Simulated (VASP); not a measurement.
Calculation: vdW-DF-cx, VASP's PBE PAW potentials (set 64) (plane waves; VASP).

The input files of a VASP run:

### KPOINTS
```
k-points along high-symmetry lines
15
Line-mode
Reciprocal
  0.000000   0.000000   0.000000 ! GAMMA
  0.000000   0.500000   0.000000 ! X

  0.000000   0.500000   0.000000 ! X
  0.500000   0.500000   0.000000 ! M

  0.500000   0.500000   0.000000 ! M
  0.000000   0.000000   0.000000 ! GAMMA

  0.000000   0.000000   0.000000 ! GAMMA
  0.500000   0.500000   0.500000 ! R

  0.500000   0.500000   0.500000 ! R
  0.000000   0.500000   0.000000 ! X

  0.500000   0.500000   0.500000 ! R
  0.500000   0.500000   0.000000 ! M
```

POSCAR:
```
CsPbCl3
5.6364850
  0.9999999304   0.0000000000   0.0000000000
  0.0000000000   0.9999999304   0.0000000000
  0.0000000000   0.0000000000   0.9999999304
Cs Pb Cl
1 1 3
Direct
  0.0000000000   0.0000000000   0.0000000000
  0.5000000000   0.5000000000   0.5000000000
  0.5000000000   0.0000000000   0.5000000000
  0.0000000000   0.5000000000   0.5000000000
  0.5000000000   0.5000000000   0.0000000000
```

### INCAR
```
# general
SYSTEM  =CsPbCl3
PREC    =Accurate
ENCUT   =520   # plane-wave cut-off (eV)
LREAL   =.False.   # projection in real space or not
LASPH   =.True.
ICHARG  =11   # fixed density

# electronic loop
EDIFF   =1E-7
NELM    =100
ALGO    =Normal   # blocked Davidson
LMAXMIX =4

# smearing
ISMEAR  =0   # Gaussian
SIGMA   =0.05

# functional
GGA     =CX
LUSE_VDW=.True.
AGGAC   =0.0

# output
LWAVE   =.False.
LCHARG  =.False.
LORBIT  =11   # lm-projected
```

POTCAR, in this order: Cs_sv Pb_d Cl (PBE.64 set). Program: vasp_std. Read from the step before: CHGCAR.

Output

OSZICAR:
```
       N       E                     dE             d eps       ncg     rms          rms(c)
DAV:   1     0.433202550445E+03    0.43320E+03   -0.19576E+04  4680   0.155E+03
DAV:   2     0.467476370391E+02   -0.38645E+03   -0.37784E+03  5776   0.352E+02
DAV:   3    -0.388072016259E+01   -0.50628E+02   -0.49656E+02  5760   0.137E+02
DAV:   4    -0.601768417364E+01   -0.21370E+01   -0.21266E+01  5908   0.346E+01
DAV:   5    -0.609438999895E+01   -0.76706E-01   -0.76654E-01  6274   0.579E+00
DAV:   6    -0.609693133184E+01   -0.25413E-02   -0.25411E-02  6986   0.115E+00
DAV:   7    -0.609696979809E+01   -0.38466E-04   -0.38463E-04  6270   0.104E-01
DAV:   8    -0.609697057257E+01   -0.77448E-06   -0.77448E-06  6914   0.150E-02
DAV:   9    -0.609697059438E+01   -0.21806E-07   -0.21781E-07  4612   0.151E-03
   1 F= -.60969706E+01 E0= -.60969706E+01  d E =-.593820E-15
```

**OUTCAR**
```
 val. band max:        1.5050759530   @ k =   0.5000   0.5000   0.5000

 cond. band min:       3.5072443681   @ k =   0.5000   0.5000   0.5000



 k-point     1 :       0.0000    0.0000    0.0000
  band No.  band energies     occupation
      1     -19.7554      2.00000
      2     -15.1722      2.00000
      3     -15.1722      2.00000
      4     -14.9522      2.00000
      5     -14.9522      2.00000
      6     -14.9522      2.00000
      7     -13.4326      2.00000
      8     -12.5982      2.00000
      9     -12.5982      2.00000
     10      -6.5364      2.00000
     11      -6.5364      2.00000
     12      -6.5364      2.00000
     13      -5.1247      2.00000
     14      -2.9780      2.00000
     15      -2.9780      2.00000
     16      -2.9780      2.00000
     17      -0.9756      2.00000
     18      -0.9756      2.00000
     19      -0.9756      2.00000
     20      -0.8729      2.00000
     21      -0.8729      2.00000
     22      -0.8729      2.00000
     23       5.0456      0.00000
     24       6.0032      0.00000
     25       6.0032      0.00000
     26       6.8898      0.00000

 k-point     2 :       0.0000    0.0357    0.0000
  band No.  band energies     occupation
      1     -19.7554      2.00000
      2     -15.1723      2.00000
      3     -15.1711      2.00000
      4     -14.9522      2.00000
      5     -14.9522      2.00000
      6     -14.9522      2.00000
      7     -13.4311      2.00000
      8     -12.6017      2.00000
      9     -12.5982      2.00000
     10      -6.5362      2.00000
     11      -6.5361      2.00000
     12      -6.5361      2.00000
     13      -5.1444      2.00000
     14      -2.9771      2.00000
     15      -2.9771      2.00000
     16      -2.9467      2.00000
     17      -0.9771      2.00000
     18      -0.9768      2.00000
     19      -0.9768      2.00000
     20      -0.8742      2.00000
     21      -0.8742      2.00000
     22      -0.8734      2.00000
     23       5.0579      0.00000
...
```

The density is held fixed in this step, so its total energy and stress have no physical meaning. Unless said otherwise, spin-orbit coupling is left out, though it shifts the bands of the heavy elements here.

The compound is CsPbCl3 in the cubic perovskite structure, the ideal cubic form; the compound distorts at low or room temperature. It was relaxed first.
